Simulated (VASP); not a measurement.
Computed with TPSS meta-GGA, VASP's PBE PAW potentials (set 64) (plane waves; VASP).

A VASP calculation is set up with these files.

INCAR:
```
ALGO=All
EDIFF=1E-6
ENCUT=520
ISMEAR=0
ISPIN=2
ISYM=0
LASPH=T
LCHARG=F
LMIXTAU=T
LORBIT=10
LREAL=F
LWAVE=F
MAGMOM=1
METAGGA=TPSS
NELM=200
NUPDOWN=1
PREC=Normal
SIGMA=0.01
SYSTEM=K atom
```

File POSCAR:
```
K atom
1
   12.0000000000     0.0000000000     0.0000000000
    0.0000000000    12.5000000000     0.0000000000
    0.0000000000     0.0000000000    13.0000000000
K
1
Direct
  0.0000000000   0.0000000000   0.0000000000
```

KPOINTS:
```
Automatic mesh
0
Gamma
1 1 1
0 0 0
```

POTCAR, in this order: K_sv (PBE.64 set). Program: vasp_gam. Read from the step before: WAVECAR.

The resulting files:

OUTCAR:
```
 ion  position               nearest neighbor table
   1  0.000  0.000  0.000-
 Subroutine IBZKPT returns following result:
 Found      1 irreducible k-points:

 Following reciprocal coordinates:
            Coordinates               Weight
  0.000000  0.000000  0.000000      1.000000
   k-points           NKPTS =      1   k-points in BZ     NKDIM =      1   number of bands    NBANDS=      9
   number of dos      NEDOS =    301   number of ions     NIONS =      1
   total plane-waves  NPLWV = 392000
   dimension x,y,z NGX =    70 NGY =   70 NGZ =   80
   dimension x,y,z NGXF=   140 NGYF=  140 NGZF=  160
   ions per type =               1
   PREC   = normal    normal or accurate (medium, high low for compatibility)
   ISTART =      1    job   : 0-new  1-cont  2-samecut
   ICHARG =      0    charge: 1-file 2-atom 10-const
   ISPIN  =      2    spin polarized calculation?
   LNONCOLLINEAR =      F non collinear calculations
   LSORBIT =      F    spin-orbit coupling
   INIWAV =      1    electr: 0-lowe 1-rand  2-diag
   ENCUT  =  520.0 eV  38.22 Ry    6.18 a.u.  22.31 23.24 24.17*2*pi/ulx,y,z
   NELM   =    200;   NELMIN=  2; NELMDL=  0     # of ELM steps
   EDIFF  = 0.1E-05   stopping-criterion for ELM
   LREAL  =      F    real-space projection
...
```

### OSZICAR
```
       N       E                     dE             d eps       ncg     rms           ort
SDA:   1    -0.646772836231E+01   -0.64677E+01    0.00000E+00     9   0.578E-01   0.000E+00
CGA:   2    -0.648678381891E+01   -0.19055E-01   -0.19131E-01     9   0.361E-01  -0.548E-03
CGA:   3    -0.649393137002E+01   -0.71476E-02   -0.59437E-02     9   0.243E-01  -0.468E-03
 trl   4    -0.649290482356E+01    0.10265E-02   -0.51145E-03     9   0.240E-01  -0.342E-02
CGA:   5    -0.649293648378E+01    0.99489E-03   -0.51145E-03     9   0.451E-02   0.296E-02
CGA:   6    -0.649353164599E+01   -0.59516E-03   -0.59957E-03     9   0.134E-02   0.693E-04
CGA:   7    -0.649389527764E+01   -0.36363E-03   -0.35203E-03     9   0.944E-03   0.849E-04
CGA:   8    -0.649413035474E+01   -0.23508E-03   -0.23595E-03     9   0.636E-03  -0.380E-05
 trl   9    -0.649403230814E+01    0.98047E-04   -0.17500E-03     9   0.633E-03   0.500E-03
CGA:  10    -0.649431010695E+01   -0.17975E-03   -0.17500E-03     9   0.350E-03   0.116E-03
SDA:  11    -0.649486621714E+01   -0.55611E-03   -0.61179E-03     9   0.171E-01  -0.565E-03
 trl  12    -0.649406272224E+01    0.80349E-03   -0.47558E-03     9   0.171E-01  -0.249E-02
CGA:  13    -0.649418815527E+01    0.67806E-03   -0.47558E-03     9   0.119E-02  -0.958E-04
CGA:  14    -0.649443013931E+01   -0.24198E-03   -0.23605E-03     9   0.210E-03  -0.895E-04
SDA:  15    -0.649445848488E+01   -0.28346E-04   -0.33475E-04     9   0.932E-04   0.102E-03
SDA:  16    -0.649668622986E+01   -0.22277E-02   -0.31610E-04     9   0.100E+00   0.625E-03
 trl  17    -0.649330571022E+01    0.33805E-02   -0.30943E-02     9   0.100E+00  -0.128E-01
CGA:  18    -0.649435430782E+01    0.23319E-02   -0.30943E-02     9   0.256E-03  -0.434E-02
CGA:  19    -0.649449067973E+01   -0.13637E-03   -0.13552E-03     9   0.419E-04   0.104E-04
SDA:  20    -0.649864225775E+01   -0.41516E-02   -0.22005E-02     9   0.324E+00  -0.206E-02
 trl  21    -0.649058943509E+01    0.80528E-02   -0.10978E-01     9   0.324E+00  -0.378E-01
CGA:  22    -0.649391356399E+01    0.47287E-02   -0.10978E-01     9   0.808E-03  -0.149E-01
CGA:  23    -0.649440928452E+01   -0.49572E-03   -0.46527E-03     9   0.167E-03   0.785E-04
SDA:  24    -0.649448539617E+01   -0.76112E-04   -0.89861E-04     9   0.791E-04  -0.489E-04
SDA:  25    -0.649449862571E+01   -0.13230E-04   -0.14598E-04     9   0.100E-04   0.205E-04
CGA:  26    -0.649449944074E+01   -0.81503E-06   -0.53160E-05     9   0.551E-05  -0.111E-05
SDA:  27    -0.649649102444E+01   -0.19916E-02   -0.99782E-03     9   0.379E-01  -0.158E-03
 trl  28    -0.649396068700E+01    0.25303E-02   -0.12541E-02     9   0.379E-01  -0.470E-02
CGA:  29    -0.649444543048E+01    0.20456E-02   -0.12541E-02     9   0.786E-04  -0.156E-02
CGA:  30    -0.649449749934E+01   -0.52069E-04   -0.55979E-04     9   0.109E-04  -0.365E-05
SDA:  31    -0.649451875031E+01   -0.21251E-04   -0.16486E-04     9   0.333E-04  -0.534E-05
 trl  32    -0.649444082798E+01    0.77922E-04   -0.77504E-02     9   0.333E-04  -0.869E-04
SDA:  33    -0.649437301105E+01    0.14574E-03   -0.77504E-02     9   0.386E-03  -0.599E-04
CGA:  34    -0.649446629989E+01   -0.93289E-04   -0.83564E-04     9   0.398E-04  -0.241E-04
SDA:  35    -0.649448004014E+01   -0.13740E-04   -0.42112E-04     9   0.462E-03  -0.119E-03
SDA:  36    -0.649458021804E+01   -0.10018E-03   -0.11827E-03     9   0.472E-04   0.124E-03
 trl  37    -0.649458020431E+01    0.13735E-07   -0.10362E-05     9   0.472E-04   0.471E-04
SDA:  38    -0.649458019751E+01    0.20532E-07   -0.10362E-05     9   0.505E-04   0.471E-04
   1 F= -.64945802E+01 E0= -.64945802E+01  d E =-.949748E-29  mag=     1.0000
```

OUTCAR:
```
------------------------ aborting loop because EDIFF is reached ----------------------------------------
  FORCE on cell =-STRESS in cart. coord.  units (eV):
  Direction    XX          YY          ZZ          XY          YZ          ZX
  --------------------------------------------------------------------------------------
  Total       -0.0603113     -0.0436447     -0.0325127      0.0000013     -0.0001061     -0.0000320
  in kB       -0.0495535     -0.0358597     -0.0267134      0.0000011     -0.0000872     -0.0000263
  external PRESSURE =      -0.0373756 kB  Pullay stress =       0.0000000 kB
  volume of cell :     1950.00
      direct lattice vectors                 reciprocal lattice vectors
    12.000000000  0.000000000  0.000000000     0.083333333  0.000000000  0.000000000
     0.000000000 12.500000000  0.000000000     0.000000000  0.080000000  0.000000000
     0.000000000  0.000000000 13.000000000     0.000000000  0.000000000  0.076923077
 POSITION                                       TOTAL-FORCE (eV/Angst)
 -----------------------------------------------------------------------------------
      0.00000      0.00000      0.00000        -0.000089     -0.000017     -0.000121
 -----------------------------------------------------------------------------------
    total drift:                               -0.000089     -0.000017     -0.000121
  FREE ENERGIE OF THE ION-ELECTRON SYSTEM (eV)
  ---------------------------------------------------
  free  energy   TOTEN  =        -6.4945801975 eV

  energy  without entropy=       -6.4945801975  energy(sigma->0) =       -6.49458020

 total charge

# of ion       s       p       d       tot
------------------------------------------
    1        1.984   5.515   0.000   7.499

 magnetization (x)

# of ion       s       p       d       tot
------------------------------------------
    1        0.040   0.014   0.000   0.054
```
(Selected blocks of OUTCAR.)

The atom may not be in its lowest state.

The cell is a free atom in a box.
